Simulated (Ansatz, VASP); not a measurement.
# Si64Ge7 (amorphous Si0.9Ge0.1): VASP beside Ansatz, part 2 of 4

Aim: how closely do two programs agree when they are given the same cell, functional and k mesh? Of the first pair: The cell is taken from a series of runs on this material, whose earlier steps may have relaxed, scaled, displaced or heated it; both programs get it as it stands.

VASP 6.6.1 and Ansatz 0.2.0.

So far: The starting structure; Ansatz: single point, PBEsol, pair 1.

**3. VASP: single point, PBEsol, pair 1**

Level of this step: PBEsol; plane waves and PAW (Si, Ge_d) (VASP).

The same cell, functional, mesh and smearing now go to VASP, with its own data sets.

Lines of VASP's logs that name or quote its potential files are left out, and so is its time.

Input file INCAR:

```
SYSTEM = Si64Ge7
PREC = Accurate
ENCUT = 500
EDIFF = 1E-06
NELM = 120
ISMEAR = 0
SIGMA = 0.025
LREAL = Auto
ALGO = Normal
GGA = PS
NBANDS = 232
LORBIT = 11
LWAVE = .FALSE.
LCHARG = .FALSE.
ISIF = 2
LASPH = .TRUE.
GGA_COMPAT = .FALSE.
NCORE = 2
```

Input file POSCAR:

```
Si64Ge7
1.0
   11.4616000000      0.0000000000      0.0000000000
    0.0000000000     11.4616000000      0.0000000000
    0.0000000000      0.0000000000     11.4616000000
Si Ge
64 7
Direct
    0.0241300000      0.6663700000      0.8846200000
    0.4880000000      0.7618500000      0.5122000000
    0.0668100000      0.3376000000      0.2242400000
    0.5984700000      0.5624600000      0.9164100000
    0.7481300000      0.5473800000      0.5189200000
    0.5018200000      0.7928400000      0.1177500000
    0.5835600000      0.9742900000      0.0415100000
    0.3250200000      0.6198600000      0.4873200000
    0.2672300000      0.4770800000      0.9973700000
    0.4860100000      0.5087400000      0.2647800000
    0.9005700000      0.9219500000      0.6465600000
    0.2534800000      0.2432100000      0.2428000000
    0.1979200000      0.0951200000      0.0887300000
    0.0534100000      0.1305000000      0.4332600000
    0.6916000000      0.2423100000      0.9296500000
    0.8128000000      0.8343500000      0.1718600000
    0.4330300000      0.2140600000      0.5035600000
    0.5795000000      0.4439000000      0.4380800000
    0.1329000000      0.9399600000      0.4180400000
    0.5097100000      0.2556500000      0.0192600000
    0.9536100000      0.1250000000      0.6198600000
    0.1153800000      0.9420900000      0.8228100000
    0.0463500000      0.2076900000      0.9777700000
    0.8555600000      0.1600800000      0.0411100000
    0.2899600000      0.6032300000      0.2823300000
    0.3381200000      0.3604200000      0.7414800000
    0.7998500000      0.9594000000      0.0041900000
    0.6114600000      0.6033100000      0.1281800000
    0.9080400000      0.6216500000      0.3798900000
    0.3186900000      0.9263600000      0.3178800000
    0.3994900000      0.1168400000      0.3073200000
    0.0936600000      0.5160600000      0.3302100000
    0.4029100000      0.4249300000      0.5475900000
    0.5097400000      0.8491400000      0.3295700000
    0.0749900000      0.4077600000      0.0284700000
    0.4676400000      0.0926200000      0.6680800000
    0.7593000000      0.4387600000      0.9005200000
    0.9122900000      0.5336500000      0.0061200000
    0.0893400000      0.1529500000      0.7831500000
    0.7594800000      0.9480600000      0.7965700000
    0.8011800000      0.4395600000      0.6974800000
    0.7209700000      0.1368300000      0.3252600000
    0.4397000000      0.4250300000      0.8983200000
    0.0326200000      0.6154100000      0.5644300000
    0.5622900000      0.1271300000      0.1906000000
    0.1742100000      0.4553600000      0.5219400000
    0.4583300000      0.7405900000      0.9116500000
    0.3801100000      0.0702600000      0.9750200000
    0.0559200000      0.7868100000      0.6903900000
    0.6668800000      0.7196800000      0.5895900000
    0.2873900000      0.7777000000      0.1705300000
    0.8157400000      0.6143300000      0.1783500000
    0.2256600000      0.2543500000      0.4583500000
    0.1146700000      0.9018300000      0.1531700000
    0.1299600000      0.3617300000      0.7307400000
    0.6696900000      0.1202600000      0.7472300000
    0.2211500000      0.8042700000      0.5648900000
    0.3121600000      0.1627900000      0.7940800000
    0.7848800000      0.2416200000      0.6351600000
    0.6473400000      0.2496600000      0.4736400000
    0.9926600000      0.5077400000      0.7311900000
    0.8264900000      0.8166800000      0.4836900000
    0.9863100000      0.8301200000      0.3081800000
    0.6553000000      0.7524000000      0.7973100000
    0.3902200000      0.8956600000      0.6550200000
    0.2324000000      0.6885100000      0.9751900000
    0.9955600000      0.8691300000      0.9776600000
    0.3100400000      0.8815700000      0.8622500000
    0.9151100000      0.1864400000      0.2588000000
    0.3819500000      0.3669800000      0.1500600000
    0.7097200000      0.9237700000      0.3400000000
```

Input file KPOINTS:

```
Automatic mesh
0
Gamma
1 1 1
0 0 0
```

Potentials, in the order of the species: Si and Ge_d (PBE family, release 64).

The run is started by

```console
mpirun -np 8 vasp_gam
```

Numbers of over 12 decimals in the logs are rounded to 6 here.

The program printed:

```text
[banner, memory and clock lines left out]
running    8 mpi-ranks, on    1 nodes
[...]
|                                                                             |
|               ----> ADVICE to this user running VASP <----                  |
|                                                                             |
|     You enforced a specific xc type in the INCAR file but a different       |
|     [... a line on the potential file left out ...]
|     I HOPE YOU KNOW WHAT YOU ARE DOING!                                     |
|                                                                             |

 LDA part: xc-table for (Slater+PW92), standard interpolation
 POSCAR, INCAR and KPOINTS ok, starting setup
[...]
entering main loop
       N       E                     dE             d eps       ncg     rms          rms(c)
DAV:   1     0.445713038691E+04    0.44571E+04   -0.12709E+05   568   0.201E+03
DAV:   2     0.636350942827E+03   -0.38208E+04   -0.36266E+04   464   0.563E+02
DAV:   3    -0.262377213313E+03   -0.89873E+03   -0.83289E+03   552   0.192E+02
DAV:   4    -0.375590111061E+03   -0.11321E+03   -0.10614E+03   616   0.696E+01
[...]
DAV:  16    -0.374397253611E+03   -0.62065E-05   -0.71440E-06   560   0.563E-03    0.370E-03
DAV:  17    -0.374397255660E+03   -0.20490E-05   -0.20184E-06   400   0.289E-03    0.155E-03
DAV:  18    -0.374397256354E+03   -0.69461E-06   -0.72723E-07   360   0.169E-03
   1 F= -.37439726E+03 E0= -.37438989E+03  d E =-.147321E-01
```

Parts of OUTCAR (step 3):

```text
 POSITION                                       TOTAL-FORCE (eV/Angst)
 -----------------------------------------------------------------------------------
      0.27657      7.63767     10.13916         0.203673      0.241553     -0.339999
      5.59326      8.73202      5.87063        -0.421677     -0.301604      0.008097
      0.76575      3.86944      2.57015        -0.104419      0.664051      0.048089
      6.85942      6.44669     10.50352        -0.573124      0.316857      0.557289
      8.57477      6.27385      5.94765        -0.273287     -0.536615      0.075323
      5.75166      9.08721      1.34960        -0.031477     -0.212553      0.308783
      6.68853     11.16692      0.47577        -0.962736      0.069520      0.497151
      3.72525      7.10459      5.58547        -0.197148      1.445432      0.412900
      3.06288      5.46810     11.43146         0.106692      0.247357      0.795300
      5.57045      5.83097      3.03480        -0.450837      0.050970     -0.407308
     10.32197     10.56702      7.41061         0.247470     -0.003661     -0.194691
      2.90529      2.78758      2.78288        -1.501424     -0.200037      0.058449
      2.26848      1.09023      1.01699        -0.017524      0.005291      0.246187
      0.61216      1.49574      4.96585         0.080717      0.114089      0.081736
[...]
-----------------------------------------------------------------------------------
    total drift:                                0.004100      0.006783     -0.005762

  FREE ENERGIE OF THE ION-ELECTRON SYSTEM (eV)
  ---------------------------------------------------
  free  energy   TOTEN  =      -374.3972563543 eV

  energy  without entropy=     -374.3825242557  energy(sigma->0) =     -374.38989030
```

The gap is under twice the smearing width, so the edge states are partly filled and the run can't tell a small gap from a semimetal.

**4. Comparison**

Known differences besides the potentials themselves: the cutoff is 420 eV in Ansatz and 500 eV in VASP (PREC = Accurate, projectors in real space); Ansatz makes its cores anew for this functional, VASP keeps those of its PBE data sets. Total energies have different zeros and are not compared.

Both answers:

```tsv
quantity	Ansatz	VASP	difference
pressure (GPa)	-3.36	-3.30	-0.06
```

Forces on 10 of the 71 atoms, those with the largest forces and the largest differences (eV/Å; atoms numbered as in POSCAR):

```tsv
atom	Ansatz x, y, z	VASP x, y, z
Si8	-0.198, 1.445, 0.407	-0.197, 1.445, 0.413
Si12	-1.499, -0.204, 0.067	-1.501, -0.200, 0.058
Si20	-0.936, -0.799, 0.122	-0.938, -0.798, 0.125
Si31	0.118, -0.649, 1.238	0.115, -0.645, 1.245
Si40	-0.084, -1.597, 0.263	-0.081, -1.600, 0.265
Si42	-0.344, 0.196, -0.415	-0.329, 0.189, -0.421
Si44	0.193, 0.434, -0.235	0.196, 0.445, -0.249
Si47	1.124, -0.463, -0.148	1.119, -0.464, -0.152
Si56	-1.081, 0.542, 0.779	-1.088, 0.542, 0.780
Si57	-0.501, 0.248, -0.562	-0.487, 0.253, -0.565
```

The forces differ by 4.2 meV/Å r.m.s., which is 0.9 % of the r.m.s. force of 0.447 eV/Å (both taken over all components).

**5. Ansatz: single point, PBEsol, pair 2**

A single point takes one fixed geometry, so differences don't come from the geometry; what else differs is listed under the comparison.

The cell is taken from a series of runs on this material, whose earlier steps may have relaxed, scaled, displaced or heated it; both programs get it as it stands.

Input file input.yaml:

```yaml
crystal:
  lattice:
    - [11.4616, 0.0, 0.0]
    - [0.0, 11.4616, 0.0]
    - [0.0, 0.0, 11.4616]
  atoms:
    - { symbol: Si, position: [0.02142, 0.63367, 0.8479] }
    - { symbol: Si, position: [0.46681, 0.77664, 0.50639] }
    - { symbol: Si, position: [0.04386, 0.35086, 0.225] }
    - { symbol: Si, position: [0.56651, 0.56307, 0.94353] }
    - { symbol: Si, position: [0.71898, 0.55513, 0.54905] }
    - { symbol: Si, position: [0.49116, 0.79705, 0.11038] }
    - { symbol: Si, position: [0.54806, 0.98843, 0.05422] }
    - { symbol: Si, position: [0.32731, 0.63129, 0.51926] }
    - { symbol: Si, position: [0.24523, 0.48985, 0.0312] }
    - { symbol: Si, position: [0.4979, 0.51754, 0.2828] }
    - { symbol: Si, position: [0.89958, 0.9185, 0.65372] }
    - { symbol: Si, position: [0.21931, 0.24837, 0.21086] }
    - { symbol: Si, position: [0.21078, 0.13245, 0.04428] }
    - { symbol: Si, position: [0.0708, 0.05323, 0.44674] }
    - { symbol: Si, position: [0.69141, 0.26953, 0.93773] }
    - { symbol: Si, position: [0.84403, 0.86951, 0.17566] }
    - { symbol: Si, position: [0.50942, 0.12473, 0.52162] }
    - { symbol: Si, position: [0.57685, 0.437, 0.46026] }
    - { symbol: Si, position: [0.19564, 0.89769, 0.48056] }
    - { symbol: Si, position: [0.50134, 0.25775, 0.02337] }
    - { symbol: Si, position: [0.97296, 0.10846, 0.61719] }
    - { symbol: Si, position: [0.139, 0.94274, 0.86347] }
    - { symbol: Si, position: [0.04466, 0.21245, 0.94193] }
    - { symbol: Si, position: [0.85314, 0.16452, 0.0217] }
    - { symbol: Si, position: [0.30276, 0.59286, 0.3145] }
    - { symbol: Si, position: [0.35525, 0.35641, 0.74576] }
    - { symbol: Si, position: [0.76205, 0.97847, 0.0168] }
    - { symbol: Si, position: [0.60895, 0.627, 0.14127] }
    - { symbol: Si, position: [0.84609, 0.64817, 0.40888] }
    - { symbol: Si, position: [0.2835, 0.90283, 0.29701] }
    - { symbol: Si, position: [0.41679, 0.06889, 0.34827] }
    - { symbol: Si, position: [0.13873, 0.4681, 0.36722] }
    - { symbol: Si, position: [0.40239, 0.44451, 0.56679] }
    - { symbol: Si, position: [0.49861, 0.86151, 0.32302] }
    - { symbol: Si, position: [0.05366, 0.40651, 0.02792] }
    - { symbol: Si, position: [0.5208, 0.03061, 0.69609] }
    - { symbol: Si, position: [0.74291, 0.46528, 0.88823] }
    - { symbol: Si, position: [0.90029, 0.55225, 0.99874] }
    - { symbol: Si, position: [0.12146, 0.14429, 0.75851] }
    - { symbol: Si, position: [0.7718, 0.95773, 0.81317] }
    - { symbol: Si, position: [0.81651, 0.43913, 0.69354] }
    - { symbol: Si, position: [0.70669, 0.14987, 0.30938] }
    - { symbol: Si, position: [0.41235, 0.42596, 0.93084] }
    - { symbol: Si, position: [0.02199, 0.58202, 0.49405] }
    - { symbol: Si, position: [0.53658, 0.14165, 0.19292] }
    - { symbol: Si, position: [0.2396, 0.34091, 0.497] }
    - { symbol: Si, position: [0.4907, 0.75468, 0.90412] }
    - { symbol: Si, position: [0.39441, 0.09789, 0.94694] }
    - { symbol: Si, position: [0.05201, 0.80473, 0.7358] }
    - { symbol: Si, position: [0.64004, 0.73891, 0.60258] }
    - { symbol: Si, position: [0.29775, 0.74373, 0.1677] }
    - { symbol: Si, position: [0.81522, 0.66, 0.18664] }
    - { symbol: Si, position: [0.23842, 0.16487, 0.39376] }
    - { symbol: Si, position: [0.15129, 0.97975, 0.16071] }
    - { symbol: Si, position: [0.15575, 0.34106, 0.68727] }
    - { symbol: Si, position: [0.68584, 0.14334, 0.77159] }
    - { symbol: Si, position: [0.1473, 0.72218, 0.56864] }
    - { symbol: Si, position: [0.3468, 0.14498, 0.74518] }
    - { symbol: Si, position: [0.80434, 0.2384, 0.63186] }
    - { symbol: Si, position: [0.66436, 0.25038, 0.47881] }
    - { symbol: Si, position: [0.01563, 0.49482, 0.68745] }
    - { symbol: Si, position: [0.78883, 0.83406, 0.49781] }
    - { symbol: Si, position: [0.97957, 0.01235, 0.26656] }
    - { symbol: Si, position: [0.60694, 0.85055, 0.76879] }
    - { symbol: Ge, position: [0.35167, 0.9072, 0.62158] }
    - { symbol: Ge, position: [0.19934, 0.68527, 0.96495] }
    - { symbol: Ge, position: [0.05118, 0.84039, 0.03904] }
    - { symbol: Ge, position: [0.30417, 0.81579, 0.81801] }
    - { symbol: Ge, position: [0.89252, 0.19803, 0.22268] }
    - { symbol: Ge, position: [0.36147, 0.39856, 0.18104] }
    - { symbol: Ge, position: [0.70514, 0.93633, 0.33194] }
kpoints:
  mp_grid: { grid: [1, 1, 1] }
hamiltonian:
  xc: pbesol
scf:
  occupations: { method: gaussian, width: 0.025 }
output:
  forces: true
  stress: true
  populations: true
  dos:
    method: { smearing: { sigma: 0.15 } }
    de: 0.1
    projected: { site_lists: { Ge: [Ge], Si: [Si] } }
  eigenvalues: true
  write_density: true
  write_potential: true
  volumetric_format: npy
  elf: true
```

The run is started by

```console
ansatz run input.yaml --threads 4 --pin off --max-ram 8192MiB --backend cpu --events-out ev --progress --plain --runs-dir out
```

The program printed:

```text
[...]
Crystal: 71 atoms, lattice volume = 1505.691 Å³
Basis set: ecut = 420 eV, 29423 PW (Γ), exchange–correlation on 160×160×160 points (8 copies of the dense FFT grid, shifted against one another)
Bands: 248, of which v1, the nominal top of the filled ones, is band 177 counted from 1 (176 counted from 0)
Symmetry: 1 space group operations
[...]
k-points: 1
[...]
--- Löwdin populations: 71 sites ---
  site symbol       q [e]
     0     Si      3.9297
     1     Si      3.9637
     2     Si      3.9577
     3     Si      3.9499
     4     Si      3.9368
     5     Si      3.9578
     6     Si      3.9510
     7     Si      3.9389
[...]
67     Ge     13.9856
    68     Ge     14.0426
    69     Ge     13.9774
    70     Ge     14.0843
  spilling = 0.008858 (of n_electrons = 354.000000)
[key lines of the parts left out:]
SCF converged after 11 iterations
Free energy (F): -69531.312376 eV
Fermi energy:    6.187435 eV
P = ⅓ Tr σ = -1.5604 GPa (-15.604 kbar)
```

[end of part 2 of 4]

[Lines on the potential files, build, host, timing and source positions are cut from VASP's logs without a mark.]

[Logs are printed without paths, hosts, clocks, repeated set-up lines and the standing remarks that a program may print on its own settings, such as how far it seeks lower states.]

[Hosts, paths, dates, database ids (printed as entryN), source tags and the programs' standing remarks are cut or masked in the printed files.]
